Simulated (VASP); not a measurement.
Input of a VASP 6.6.1 run:

The input INCAR:

```
SYSTEM = Mg6CrCu
PREC = Accurate
ENCUT = 520
EDIFF = 1E-6
ISMEAR = 0
SIGMA = 0.05
LREAL = .False.
LASPH = .True.
NELM = 100
ALGO = Fast
ISIF = 2
LWAVE = .False.
LCHARG = .False.
ISPIN = 2
MAGMOM = 0.6 3 0 0 0 0 0 0
LORBIT = 11
LMAXMIX = 4
GGA = RP
```

KPOINTS

```
Automatic mesh
0
Gamma
  6 5 5
  0 0 0
```

POSCAR

```
Mg6CrCu
4.907
    1.000003668229      0.000000000000      0.000000000000
    0.000000000000      0.624738434889      1.073078663134
    0.000000000000     -0.624738434889      1.073078663134
Cu Cr Mg
1 1 6
Direct
    0.5000000000      0.8334520000      0.8334520000
    0.5000000000      0.3328930000      0.3328930000
    0.0000000000      0.1700180000      0.1700180000
    0.0000000000      0.6706920000      0.6706920000
    0.0000000000      0.6638900000      0.1621300000
    0.0000000000      0.1621300000      0.6638900000
    0.5000000000      0.8350310000      0.3318970000
    0.5000000000      0.3318970000      0.8350310000
```

Potentials or basis: VASP PAW PBE potentials, release 64 (Cu_pv, Cr_pv, Mg_pv).

The run is started by

```bash
$ cat potpaw_PBE.64/Cu_pv/POTCAR potpaw_PBE.64/Cr_pv/POTCAR potpaw_PBE.64/Mg_pv/POTCAR > POTCAR
$ mpirun -np 1 vasp_std > vasp.out
```

Question: Estimate the largest force.

Answer: 0.074 eV/Å.

Question: What does it give for the site moments?

Answer: Cu +0.01; Cr +3.73; Mg -0.01, +0.01 μB.

Question: What does it give for the pressure?

Answer: 1.6 GPa.

Question: What does it give for the band gap on the k mesh?

Answer: None (metal or under the smearing width).

Stress tensor (GPa, compression positive):
```
1.20 0.00 0.00
0.00 1.87 0.00
0.00 0.00 1.77
```

Caveat: the PAW data sets were made with another functional, which shifts forces and pressure a little.
